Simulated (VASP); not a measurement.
Computed with PBEsol GGA, VASP's PBE PAW potentials (set 64) (plane waves; VASP).

Input for VASP

**KPOINTS**
```
Automatic
0
G
  6 6 6
```

INCAR:
```
SYSTEM  =  Nb3Sn
PREC  =  Accurate; ENCUT  =  500; LREAL  =  .FALSE.
LASPH  =  .TRUE.
EDIFF  =  1E-6; NELM  =  100; ALGO  =  Normal
LMAXMIX  =  4
ISMEAR  =  1; SIGMA  =  0.1
GGA  =  PS
IBRION  =  2; NSW  =  40; ISIF  =  3
EDIFFG  =  -0.02; PSTRESS  =  450
LWAVE  =  .FALSE.; LCHARG  =  .FALSE.
```

**POSCAR**
```
Nb3Sn
1.0
  4.9541779364   0.0000000000   0.0000000000
  0.0000000000   4.9541779364   0.0000000000
  0.0000000000   0.0000000000   4.9541779364
Nb Sn
6 2
Cartesian
  1.2385444841   0.0000000000   2.4770889682
  2.4770889682   1.2385444841   0.0000000000
  2.4770889682   3.7156334523   0.0000000000
  3.7156334523   0.0000000000   2.4770889682
  0.0000000000   2.4770889682   3.7156334523
  0.0000000000   2.4770889682   1.2385444841
  2.4770889682   2.4770889682   2.4770889682
  0.0000000000   0.0000000000   0.0000000000
```

POTCAR, in this order: Nb_sv Sn_d (PBE.64 set). Program: vasp_std.

What VASP printed:

File OSZICAR:
```
       N       E                     dE             d eps       ncg     rms          rms(c)
DAV:   1     0.181898400349E+04    0.18190E+04   -0.50533E+04  2672   0.232E+03
DAV:   2     0.225278956658E+03   -0.15937E+04   -0.15602E+04  2536   0.844E+02
DAV:   3    -0.416247872374E+02   -0.26690E+03   -0.25643E+03  3345   0.285E+02
DAV:   4    -0.729699757198E+02   -0.31345E+02   -0.30500E+02  3800   0.873E+01
DAV:   5    -0.754613034719E+02   -0.24913E+01   -0.24622E+01  4624   0.216E+01    0.248E+01
DAV:   6    -0.733235351012E+02    0.21378E+01   -0.63128E+00  3680   0.144E+01    0.947E+00
DAV:   7    -0.730575842267E+02    0.26595E+00   -0.18263E+00  4016   0.766E+00    0.274E+00
DAV:   8    -0.730714568974E+02   -0.13873E-01   -0.27831E-01  4025   0.281E+00    0.497E-01
DAV:   9    -0.730723333864E+02   -0.87649E-03   -0.42637E-02  4048   0.123E+00    0.411E-01
DAV:  10    -0.730729850281E+02   -0.65164E-03   -0.64455E-03  4249   0.432E-01    0.715E-02
DAV:  11    -0.730728888296E+02    0.96199E-04   -0.44183E-04  3592   0.117E-01    0.311E-02
DAV:  12    -0.730728768914E+02    0.11938E-04   -0.34178E-05  3977   0.382E-02    0.473E-03
DAV:  13    -0.730728759261E+02    0.96528E-06   -0.37898E-06  2424   0.116E-02
   1 F= -.38920829E+02 E0= -.38920909E+02  d E =-.389208E+02
```

### OUTCAR
```
------------------------ aborting loop because EDIFF is reached ----------------------------------------
  FORCE on cell =-STRESS in cart. coord.  units (eV):
  Direction    XX          YY          ZZ          XY          YZ          ZX
  --------------------------------------------------------------------------------------
  Total       34.2216147     34.2216147     34.2216147      0.0000000     -0.0000000     -0.0000000
  in kB      450.9166556    450.9166556    450.9166556      0.0000000     -0.0000000     -0.0000000
  external PRESSURE =       0.9166556 kB  Pullay stress =     450.0000000 kB
  volume of cell :      121.59
      direct lattice vectors                 reciprocal lattice vectors
     4.954177936  0.000000000  0.000000000     0.201849835  0.000000000  0.000000000
     0.000000000  4.954177936  0.000000000     0.000000000  0.201849835  0.000000000
     0.000000000  0.000000000  4.954177936     0.000000000  0.000000000  0.201849835
 POSITION                                       TOTAL-FORCE (eV/Angst)
 -----------------------------------------------------------------------------------
      1.23854      0.00000      2.47709         0.000000      0.000000      0.000000
      2.47709      1.23854      0.00000         0.000000     -0.000000      0.000000
      2.47709      3.71563      0.00000        -0.000000      0.000000      0.000000
      3.71563      0.00000      2.47709        -0.000000     -0.000000     -0.000000
      0.00000      2.47709      3.71563        -0.000000     -0.000000     -0.000000
      0.00000      2.47709      1.23854         0.000000      0.000000     -0.000000
      2.47709      2.47709      2.47709         0.000000      0.000000     -0.000000
      0.00000      0.00000      0.00000         0.000000      0.000000     -0.000000
 -----------------------------------------------------------------------------------
    total drift:                                0.000000      0.000000     -0.000000
  FREE ENERGIE OF THE ION-ELECTRON SYSTEM (eV)
  ---------------------------------------------------
  free  energy   TOTEN  =       -73.0728759261 eV

  energy  without entropy=      -73.0731161717  energy(sigma->0) =      -73.07295601
  enthalpy is  TOTEN    =       -38.9208293647 eV   P V=       34.1520465614

 reached required accuracy - stopping structural energy minimisation
```
(Selected blocks of OUTCAR.)

The compound is Nb3Sn in the A15 structure. It was relaxed first under an external pressure of 45 GPa.
